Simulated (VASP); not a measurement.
## CaZn$_{2}$Si$_{2}$ (space group I4/mmm): computed properties

All values below come from PBEsol GGA, VASP's PBE PAW potentials (set 64) (plane waves; VASP).

For CaZn2Si2, the space group is I4/mmm (139), the cell is a = b = 4.180 Å, c = 10.051 Å, α = β = γ = 90.00° and the volume per atom is 17.56 Å³/atom. The band gap (over mesh and band path) comes out as none (metal, semimetal or under 0.01 eV), the band gap with spin-orbit coupling comes out as none (metallic) and the density is 4.29 g/cm³.

```xyz
5
Lattice="-2.0902 2.0902 5.0256 2.0902 -2.0902 5.0256 2.0902 2.0902 -5.0256" Properties=species:S:1:pos:R:3 pbc="T T T"
Ca     0.0000     0.0000     0.0000
Zn     2.0902     0.0000     2.5128
Zn     0.0000     2.0902     2.5128
Si     2.0902     2.0902     1.1650
Si     0.0000     0.0000     3.8606
```

The structure comes from a computed database's CaZn2Si2 entry (I4/mmm); how it stands against other phases isn't given here. It was relaxed first. Symmetry was kept, so distortions that lower it aren't found.
